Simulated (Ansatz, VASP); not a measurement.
**Cross-check of MoWSeS3 between VASP and Ansatz**

Aim: how closely do two programs agree when they are given the same cell, functional and k mesh? The cell is generated by rule, not measured, and may not be a known phase. The cell is taken from a series of runs on this material, whose earlier steps may have relaxed, scaled, displaced or heated it; both programs get it as it stands.

Main program and level: Ansatz 0.2.0; plane waves, with VASP 6.6.1 beside it; PBEsol and PBEsol, spin-orbit coupling.

The structure was built from a prototype and need not be the compound's stable phase.

## Step 1: Set-up

The structure is trigonal, space group P3m1 (No. 156). The conventional cell has a = 3.143 Å, b = 3.143 Å, c = 13.146 Å, α = 90.00°, β = 90.00°, γ = 120.00°. Nearest to Mo lie 6 S at 2.39 Å. Nearest to S lie 3 Mo at 2.39 Å. Nearest to S lie 3 W at 2.39 Å. W has 3 S at 2.39 Å and 3 Se at 2.50 Å nearest. Nearest to Se lie 3 W at 2.50 Å. It derives from Mo1S2. Farther neighbours and most contacts between anions are not listed.

Coordinates:

```xyz
6
Lattice="3.1428 0.0000 0.0000 -1.5714 2.7217 0.0000 0.0000 0.0000 13.1457" Properties=species:S:1:pos:R:3 pbc="T T T"
Mo    0.0000    1.8145    3.2292
S     1.5714    0.9072    4.7797
S     1.5714    0.9072    1.6773
S     1.5714    0.9072   11.4736
W     0.0000    1.8145    9.9234
Se    1.5714    0.9072    8.1965
```

## Step 2: VASP: single point, PBEsol, pair 1

With cell and atoms fixed, the geometry can't cause a difference; cores, projectors, grids and the points listed under the comparison can.

Lines of VASP's logs that name or quote its potential files are left out, and so is its time.

Input file INCAR:

```
SYSTEM = MoWSeS3
PREC = Accurate
ENCUT = 600
EDIFF = 1E-06
NELM = 120
ISMEAR = 0
SIGMA = 0.01
LREAL = .FALSE.
ALGO = Normal
GGA = PS
NBANDS = 28
LASPH = .TRUE.
LORBIT = 11
LWAVE = .FALSE.
LCHARG = .FALSE.
ISIF = 2
GGA_COMPAT = .FALSE.
EFERMI = MIDGAP
KPAR = 2
```

Input file POSCAR:

```
MoWSeS3
1.0
    3.1427838334      0.0000000000      0.0000000000
   -1.5713919167      2.7217306383      0.0000000000
    0.0000000000      0.0000000000     13.1456958318
Mo S W Se
1 3 1 1
Direct
    0.3333333333      0.6666666667      0.2456498780
    0.6666666666      0.3333333334      0.3635909853
    0.6666666666      0.3333333334      0.1275944387
    0.6666666666      0.3333333334      0.8728038352
    0.3333333333      0.6666666667      0.7548780888
    0.6666666666      0.3333333334      0.6235115051
```

Input file KPOINTS:

```
Automatic mesh
0
Gamma
12 12 2
0 0 0
```

PAW data sets: Mo_sv, S, W and Se (PBE family, release 64).

On the command line:

```
$ mpirun -np 2 vasp_std
```

Numbers of over 12 decimals in the logs are rounded to 6 here.

Log:

```text
[banner, memory and clock lines left out]
running    2 mpi-ranks, on    1 nodes
 distrk:  each k-point on    1 cores,    2 groups
 distr:  one band on    1 cores,    1 groups

 POSCAR found type information on POSCAR MoS W Se
 POSCAR found :  4 types and       6 ions
|                                                                             |
|               ----> ADVICE to this user running VASP <----                  |
|                                                                             |
|     You enforced a specific xc type in the INCAR file but a different       |
|     [... a line on the potential file left out ...]
|     I HOPE YOU KNOW WHAT YOU ARE DOING!                                     |
|                                                                             |

 LDA part: xc-table for (Slater+PW92), standard interpolation
 POSCAR, INCAR and KPOINTS ok, starting setup
 FFT: planning ... GRIDC
 FFT: planning ... GRID_SOFT
 FFT: planning ... GRID
 WAVECAR not read
 entering main loop
       N       E                     dE             d eps       ncg     rms          rms(c)
DAV:   1     0.314378490831E+03    0.31438E+03   -0.24778E+04  2400   0.161E+03
DAV:   2    -0.286389577838E+02   -0.34302E+03   -0.33287E+03  2648   0.356E+02
DAV:   3    -0.495712662340E+02   -0.20932E+02   -0.20492E+02  2660   0.787E+01
DAV:   4    -0.501611804732E+02   -0.58991E+00   -0.58769E+00  3032   0.132E+01
DAV:   5    -0.501695207660E+02   -0.83403E-02   -0.83327E-02  2792   0.154E+00    0.380E+01
DAV:   6    -0.481470042035E+02    0.20225E+01   -0.12708E+01  2488   0.196E+01    0.155E+01
DAV:   7    -0.479360555671E+02    0.21095E+00   -0.67527E+00  2400   0.138E+01    0.914E+00
DAV:   8    -0.475920096274E+02    0.34405E+00   -0.13788E+00  2516   0.712E+00    0.248E+00
DAV:   9    -0.475955686029E+02   -0.35590E-02   -0.13482E-01  3008   0.185E+00    0.119E+00
DAV:  10    -0.475912409770E+02    0.43276E-02   -0.19078E-02  2900   0.818E-01    0.431E-01
DAV:  11    -0.475913065434E+02   -0.65566E-04   -0.32508E-03  2876   0.345E-01    0.113E-01
DAV:  12    -0.475913647843E+02   -0.58241E-04   -0.45544E-04  2740   0.121E-01    0.735E-02
DAV:  13    -0.475913862530E+02   -0.21469E-04   -0.74293E-05  2780   0.449E-02    0.420E-02
DAV:  14    -0.475914110783E+02   -0.24825E-04   -0.46970E-05  2824   0.391E-02    0.898E-03
DAV:  15    -0.475914136515E+02   -0.25732E-05   -0.52735E-06  2696   0.126E-02    0.650E-03
DAV:  16    -0.475914143287E+02   -0.67721E-06   -0.75612E-07  1748   0.492E-03
   1 F= -.47591414E+02 E0= -.47591414E+02  d E =0.000000E+00
```

OUTCAR, selected parts (step 2):

```text
ion  position               nearest neighbor table
   1  0.333  0.667  0.246-   2 2.39   2 2.39   2 2.39   3 2.39   3 2.39   3 2.39
   2  0.667  0.333  0.364-   1 2.39   1 2.39   1 2.39
   3  0.667  0.333  0.128-   1 2.39   1 2.39   1 2.39
   4  0.667  0.333  0.873-   5 2.39   5 2.39   5 2.39
   5  0.333  0.667  0.755-   4 2.39   4 2.39   4 2.39   6 2.50   6 2.50   6 2.50
   6  0.667  0.333  0.624-   5 2.50   5 2.50   5 2.50

  LATTYP: Found a hexagonal cell.
 ALAT       =     3.1427838334
 C/A-ratio  =     4.1828189684

 Subroutine GETGRP returns: Found  6 space group operations
 (whereof  6 operations were pure point group operations)

The static configuration has the point symmetry C_3v.

 Found     38 irreducible k-points:

   k-points           NKPTS =     38   k-points in BZ     NKDIM =     38   number of bands    NBANDS=     28

   dimension x,y,z NGX =    28 NGY =   28 NGZ =  108
   dimension x,y,z NGXF=    56 NGYF=   56 NGZF=  216

   ENCUT  =  600.0 eV  44.10 Ry    6.64 a.u.   6.28  6.28 26.26*2*pi/ulx,y,z

   NELECT =      44.0000    total number of electrons

 k-points in reciprocal lattice and weights: Automatic mesh
   0.00000000  0.00000000  0.00000000       0.003
   0.08333333 -0.00000000  0.00000000       0.021
   0.16666667 -0.00000000  0.00000000       0.021
   0.25000000 -0.00000000  0.00000000       0.021
   0.33333333 -0.00000000  0.00000000       0.021
   0.41666667 -0.00000000  0.00000000       0.021
   0.50000000 -0.00000000  0.00000000       0.010
   0.08333333  0.08333333  0.00000000       0.021
   0.16666667  0.08333333  0.00000000       0.042
[...]
0.33333333  0.25000000  0.50000000       0.042
   0.33333333  0.33333333  0.50000000       0.007

 average (electrostatic) potential at core
       1 -75.7386       2 -85.7633       3 -85.7299       4 -85.4060       5 -39.1380
       6 -52.0108

 E-fermi :   6.7055

 k-point     1 :       0.0000    0.0000    0.0000
  band No.  band energies     occupation
    ...
     18       4.5322      2.00000
     19       4.9644      2.00000
     20       4.9644      2.00000
     21       5.0609      2.00000
     22       6.1956      2.00000
     23       8.3789      0.00000
     24       8.3789      0.00000
     25       8.6670      0.00000
     26       8.6670      0.00000
     27       9.2055      0.00000
    ...

 k-point     2 :       0.0833   -0.0000    0.0000
  band No.  band energies     occupation
    ...
     18       4.4946      2.00000
     19       4.7945      2.00000
     20       4.9104      2.00000
     21       5.2267      2.00000
     22       6.0854      2.00000
     23       8.2365      0.00000
     24       8.3543      0.00000
     25       8.5367      0.00000
     26       8.5740      0.00000
     27       9.0439      0.00000
    ...

 k-point     3 :       0.1667   -0.0000    0.0000
  band No.  band energies     occupation
    ...
     18       4.1514      2.00000
     19       4.5140      2.00000
     20       4.8741      2.00000
     21       5.1604      2.00000
     22       5.7025      2.00000
     23       7.7361      0.00000
     24       8.1734      0.00000
     25       8.2501      0.00000
     26       8.5453      0.00000
     27       8.9880      0.00000
    ...

  Total        2.2232984      2.2232984      2.3824569      0.0000000     -0.0000000      0.0000000
  in kB       31.6785367     31.6785367     33.9462973      0.0000000     -0.0000000      0.0000000
  external PRESSURE =      32.4344569 kB  Pullay stress =       0.0000000 kB

  energy-cutoff  :      600.00
  volume of cell :      112.45
      direct lattice vectors                 reciprocal lattice vectors
     3.142783833  0.000000000  0.000000000     0.318189240  0.183706643  0.000000000
    -1.571391917  2.721730638  0.000000000     0.000000000  0.367413287  0.000000000
     0.000000000  0.000000000 13.145695832     0.000000000  0.000000000  0.076070526

 POSITION                                       TOTAL-FORCE (eV/Angst)
 -----------------------------------------------------------------------------------
     -0.00000      1.81449      3.22924        -0.000000      0.000000     -0.004682
      1.57139      0.90724      4.77966        -0.000000      0.000000     -0.021620
      1.57139      0.90724      1.67732         0.000000     -0.000000      0.021716
      1.57139      0.90724     11.47361         0.000000     -0.000000     -0.027391
     -0.00000      1.81449      9.92340         0.000000      0.000000      0.007170
      1.57139      0.90724      8.19649         0.000000      0.000000      0.024807
 -----------------------------------------------------------------------------------
    total drift:                                0.000001     -0.000000      0.000372

  FREE ENERGIE OF THE ION-ELECTRON SYSTEM (eV)
  ---------------------------------------------------
  free  energy   TOTEN  =       -47.5914143287 eV

  energy  without entropy=      -47.5914143287  energy(sigma->0) =      -47.59141433

 total charge
# of ion       s       p       d       tot
------------------------------------------
    1        2.301   6.233   4.002  12.536
    2        1.358   2.335   0.000   3.693
    3        1.360   2.328   0.000   3.689
    4        1.353   2.356   0.000   3.709
    5        0.566   0.712   4.335   5.613
    6        1.483   2.363   0.079   3.925
--------------------------------------------------
tot          8.421  16.327   8.415  33.163

[... 3 further parts left out ...]
```

This run has no spin polarisation, so a moment on Mo and W, if there is one, isn't seen. The data set W keeps the semicore shell frozen, which is cheaper and a little less accurate.

## Step 3: Ansatz: single point, PBEsol, pair 1

Ansatz runs on its PAW soft_1 files.

The same cell, functional and mesh now go to Ansatz, which takes its cutoff from its data sets.

Input file input.yaml:

```yaml
crystal:
  lattice:
    - [3.1427838334, 0.0, 0.0]
    - [-1.5713919167, 2.7217306383, 0.0]
    - [0.0, 0.0, 13.1456958318]
  atoms:
    - { symbol: Mo, position: [0.3333333333, 0.6666666667, 0.245649878] }
    - { symbol: S, position: [0.6666666667, 0.3333333333, 0.3635909853] }
    - { symbol: S, position: [0.6666666667, 0.3333333333, 0.1275944387] }
    - { symbol: W, position: [0.3333333333, 0.6666666667, 0.7548780888] }
    - { symbol: S, position: [0.6666666667, 0.3333333333, 0.8728038352] }
    - { symbol: Se, position: [0.6666666667, 0.3333333333, 0.6235115051] }
kpoints:
  mp_grid: { grid: [12, 12, 2] }
hamiltonian:
  xc: pbesol
  pseudopotentials: { kind: paw, azcp: { folder: soft_1 }, xc_functional: pbe }
scf:
  occupations: { method: fixed }
  n_extra_bands: 6
output:
  eigenvalues: true
  forces: true
  stress: true
  band_densities: [{ e_range: [-0.08, 0] }, { e_range: [0.95, 1.08] }]
  volumetric_format: npy
```

On the command line:

```
$ ansatz run input.yaml --threads 2 --pin off --max-ram 92160MiB --backend cuda --events-out ev --progress --plain --runs-dir out --devices 1 --max-vram 13GiB
```

Log:

```text
scf.n_extra_bands = 6 over 31 filled bands (N_el = 62.0): the run solves 37 bands
GPUs: using 1 of 1 available (devices: 1).
Engine: ansatz 0.2.0, x86_64-unknown-linux-gnu
Pseudopotentials: kind: paw
Pseudopotential: Mo, paw, valence charge 14, recommended cutoff 420 eV (normal), soft_1/Mo.paw.azcp
Pseudopotential: S, paw, valence charge 6, recommended cutoff 420 eV (normal), soft_1/S.paw.azcp
Pseudopotential: W, paw, valence charge 14, recommended cutoff 420 eV (normal), soft_1/W.paw.azcp
Pseudopotential: Se, paw, valence charge 16, recommended cutoff 420 eV (normal), soft_1/Se.paw.azcp
Functional definition: PBEsol
  exchange = pbesol_x
  correlation = pbesol_c
device memory: the entry about to start is reckoned to put 3.0 GiB on a device that reports 51.8 GiB free (of which the cap on the GPU budget leaves the run 13.0 GiB)
GPU FFT provider: cuFFT
GPU libraries: cuBLAS 13.8.2, cuFFT 12.4.0, cuSOLVER 12.3.4
Crystal: 6 atoms, lattice volume = 112.446 Å³
Basis set: ecut = 420 eV, 2179 PW (Γ), exchange–correlation on 48×48×180 points (8 copies of the dense FFT grid, shifted against one another)
Bands: 37, of which v1, the nominal top of the filled ones, is band 31 counted from 1 (30 counted from 0)
Symmetry: 6 space group operations
Space group: P3m1 (ITA 156), of the structure as read, at distance tolerance 4.8e-5 Å
k-points: 38 of 288 (time reversal used)
Non-local potential: Mo, projectors of the file, l = 0: 3, l = 1: 2, l = 2: 2, l = 3: 1
Non-local potential: S, projectors of the file, l = 0: 2, l = 1: 2, l = 2: 1
Non-local potential: W, projectors of the file, l = 0: 3, l = 1: 2, l = 2: 2, l = 3: 1
Non-local potential: Se, projectors of the file, l = 0: 2, l = 1: 2, l = 2: 3, l = 3: 1
PAW form: soft (Blöchl's): semilocal exchange-correlation on the pseudo side does not see the compensation charge
PAW frozen core: Mo, regenerated for the run's functional, and the local potential with it (the file was generated under x = pbe(κ = 0.804, μ = 0.219515), c = pbe(β = 0.066725))
PAW frozen core: S, regenerated for the run's functional, and the local potential with it (the file was generated under x = pbe(κ = 0.804, μ = 0.219515), c = pbe(β = 0.066725))
PAW frozen core: W, regenerated for the run's functional, and the local potential with it (the file was generated under x = pbe(κ = 0.804, μ = 0.219515), c = pbe(β = 0.066725))
PAW frozen core: Se, regenerated for the run's functional, and the local potential with it (the file was generated under x = pbe(κ = 0.804, μ = 0.219515), c = pbe(β = 0.066725))
PAW one-centre angular grid: Mo, 590 points (default); XC on 64 Gauss nodes
PAW one-centre angular grid: S, 110 points (default); XC on 64 Gauss nodes
PAW one-centre angular grid: W, 590 points (default); XC on 64 Gauss nodes
PAW one-centre angular grid: Se, 590 points (default); XC on 64 Gauss nodes
Initial density: superposition of atomic densities (chi_scale 0.1, normalization cell), built separately for each of the 2 bonded fragments (scf.initial_density.interfragment_charge_transfer: auto; true builds it for the cell as a whole; a typed value also counts as a typed key of the start: scf.initial_density.chi_scale says what that changes, if anything)
Initial wavefunctions: pseudopotential atomic-orbital guess
GPU buffer pool allocated for 51840 grid points (all kernels)
GPU transforms: local potential and band sums: pruned to the plane-wave sphere, on 24×24×90
Functional: x = pbesol(κ = 0.804, μ = 0.123457), c = pbesol(β = 0.046)
SCF iter   1: F=—  HF=-23240.523478 eV  |F-HF|=—  |Δ(HF+E_count)|=         —  Δρ=5.05e-2  dr2=6.35e0  ethr=3.10e-3  ⟨swp⟩=5.0  Hψ=5615  notcnv=0  defer=134
preconditioner: auto → Resta (q_TF=auto, 2.471 Å⁻¹)  ε∞=7.4  [insulator: Δε(μ)=1.039 eV  Ē_g=8.337 eV  n_scr=28 (ndim 8)  ℏωp=21.0 eV  f_vac=0.046  ε∞_Penn≈7.4]
SCF iter   2: F=—  HF=-23239.332196 eV  |F-HF|=—  |Δ(HF+E_count)|=    1.19e0  Δρ=2.49e-2  dr2=1.46e0  ethr=3.10e-3  ⟨swp⟩=2.9  Hψ=2489  notcnv=0  defer=132
SCF iter   3: F=—  HF=-23239.015107 eV  |F-HF|=—  |Δ(HF+E_count)|=   3.17e-1  Δρ=1.22e-2  dr2=3.09e-1  ethr=2.36e-3  ⟨swp⟩=2.6  Hψ=2032  notcnv=0  defer=148
SCF iter   4: F=—  HF=-23238.945347 eV  |F-HF|=—  |Δ(HF+E_count)|=   6.98e-2  Δρ=3.53e-3  dr2=3.02e-2  ethr=4.99e-4  ⟨swp⟩=2.7  Hψ=2183  notcnv=0  defer=147
SCF iter   5: F=—  HF=-23238.945798 eV  |F-HF|=—  |Δ(HF+E_count)|=   4.52e-4  Δρ=2.14e-3  dr2=1.02e-2  ethr=4.87e-5  ⟨swp⟩=2.9  Hψ=2028  notcnv=0  defer=152
SCF iter   6: F=—  HF=-23238.946661 eV  |F-HF|=—  |Δ(HF+E_count)|=   8.62e-4  Δρ=7.32e-4  dr2=1.92e-3  ethr=1.64e-5  ⟨swp⟩=2.6  Hψ=1957  notcnv=0  defer=152
SCF iter   7: F=—  HF=-23238.947035 eV  |F-HF|=—  |Δ(HF+E_count)|=   3.74e-4  Δρ=2.78e-4  dr2=1.31e-4  ethr=3.10e-6  ⟨swp⟩=2.0  Hψ=2711  notcnv=0  defer=150
SCF iter   8: F=—  HF=-23238.947256 eV  |F-HF|=—  |Δ(HF+E_count)|=   2.21e-4  Δρ=1.01e-4  dr2=1.99e-5  ethr=2.11e-7  ⟨swp⟩=2.1  Hψ=2502  notcnv=0  defer=143
SCF iter   9: F=—  HF=-23238.947449 eV  |F-HF|=—  |Δ(HF+E_count)|=   1.93e-4  Δρ=3.94e-5  dr2=2.22e-6  ethr=3.22e-8  ⟨swp⟩=2.1  Hψ=2475  notcnv=0  defer=110
SCF iter  10: F=—  HF=-23238.947452 eV  |F-HF|=—  |Δ(HF+E_count)|=   3.32e-6  Δρ=1.38e-5  dr2=4.81e-7  ethr=3.59e-9  ⟨swp⟩=2.2  Hψ=2047  notcnv=0  defer=110
SCF iter  11: F=—  HF=-23238.947452 eV  |F-HF|=—  |Δ(HF+E_count)|=   2.44e-7  Δρ=5.68e-6  dr2=1.57e-7  ethr=7.76e-10  ⟨swp⟩=2.1  Hψ=2453  notcnv=0  defer=110
SCF iter  12: F=-23238.947452 eV  HF=-23238.947452 eV  |F-HF|=3.67e-10  |Δ(HF+E_count)|=   9.67e-9  Δρ=2.20e-6  dr2=1.26e-8  ethr=1.61e-10  ⟨swp⟩=13.3  Hψ=7114  notcnv=0
SCF 1 converged in 12 iterations: F = -23238.947452 eV  dr2 = 1.26e-8
  greatest PAW one-centre occupation: 1.000 electrons in one spin orbital (limit 2), on the Se atom at site 5 (counted from 0), in its partial waves of l = 2
SCF converged after 12 iterations
Free energy (F): -23238.947452 eV
Harris-Foulkes:  -23238.947452 eV  (|F-HF|=3.67e-10)
Internal energy: -23238.947452 eV  (E = F + TS)
E sigma→0 (E₀):  -23238.947452 eV
Fermi energy:    11.031690 eV
--- Per-component energies (eV) ---
  E_band       = -712.174011
  E_kinetic    = 1278.880875
  E_local      = -7778.603386  (includes V_loc(G=0)·N_el)
  E_nonlocal   = -121.330873
  E_hartree    = 3622.192163
  E_xc         = -792.959533
  E_vxc        = -792.696237  (∫ρ·V_xc dr)
  E_paw        = -15468.377509  (= ΣΔE_a)
  E_vpaw       = -542.810188  (= ΣTr[D̂ρ^β])
  E_aug_tail   = -0.000168  (compensation charges beyond the density's cutoff)
  E_ewald      = -3980.374480
  E_core_change = 1.625458  (= ΣΔE_core)
  E_smearing   = -0.000000  (= −TS)
  E_closure    = -0.000000  (closes the sum)
  Σ components = -23238.947452   (vs F -23238.947452, Δ=0.00e0)
--- Forces (eV/Å), atoms counted from 1 ---
  atom   1  Mo    -0.00000000    -0.00000000    -0.00283438
  atom   2  S      0.00000000     0.00000000    -0.02073530
  atom   3  S     -0.00000000     0.00000000     0.01941456
  atom   4  W      0.00000000    -0.00000000    -0.00555493
  atom   5  S      0.00000000     0.00000000    -0.01508682
  atom   6  Se    -0.00000000     0.00000000     0.02475138
  max |Σ_I F_I| component: 4.55e-5 eV/Å
--- Stress (GPa, compression-positive) ---
        3.298794       0.000000      -0.000000
        0.000000       3.298794       0.000000
       -0.000000       0.000000       3.437409
  P = ⅓ Tr σ = 3.3450 GPa (33.450 kbar)
--- Band table (eV; the first three rows and the last of 38) ---
  k-point 0: bands = [... 27 lower, 9.7930, 9.7930, 9.8852, 11.0317, 13.1898, 13.1898, 13.4800, 13.4800, ... 2 higher]
  k-point 1: bands = [... 27 lower, 9.7928, 9.7928, 10.4928, 10.8391, 13.1894, 13.1894, 13.4811, 13.4811, ... 2 higher]
  k-point 2: bands = [... 27 lower, 9.6237, 9.7372, 10.0500, 10.9220, 13.0451, 13.1674, 13.3490, 13.3850, ... 2 higher]
  k-point 37: bands = [... 27 lower, 8.2542, 8.4118, 10.2915, 10.8249, 12.0863, 12.9607, 13.3348, 13.7253, ... 2 higher]
--- Band densities, each state counted as filled ---
  window                                       electrons  max residual (eV)  cut levels
  e_range: [-0.08, 0]                           0.006944             1.5e-6           0
  e_range: [0.95, 1.08]                         0.069444             2.8e-4           0
```

The run ends at a pressure of 3.34 GPa, with forces up to 0.025 eV/Å.

## Step 4: Comparison

Known differences besides the potentials themselves: fixed occupations in Ansatz, narrow Gaussian smearing in VASP; the data sets hold 62 valence electrons in Ansatz (on its PAW soft_1 files) and 44 in VASP; the cutoff is 420 eV in Ansatz and 600 eV in VASP; Ansatz makes its cores anew for this functional, VASP keeps those of its PBE data sets. Total energies have different zeros and are not compared.

Both answers:

```tsv
quantity	Ansatz	VASP	difference
pressure (GPa)	3.35	3.24	+0.10
gap on the k mesh (eV)	1.000	1.020	-0.020
```

The largest component of a force difference here is 13 meV/Å. A gap on the mesh is an upper bound, since the band edges may lie between its points; neither run holds spin-orbit coupling, which can move the band edges of a compound of W.

(Continued in part 2 of 2.)

[Lines on the potential files, build, host, timing and source positions are cut from VASP's logs without a mark.]

[Logs are printed without paths, hosts, clocks, repeated set-up lines and the standing remarks that a program may print on its own settings, such as how far it seeks lower states.]

[Hosts, paths, dates, database ids (printed as entryN), source tags and the programs' standing remarks are cut or masked in the printed files.]
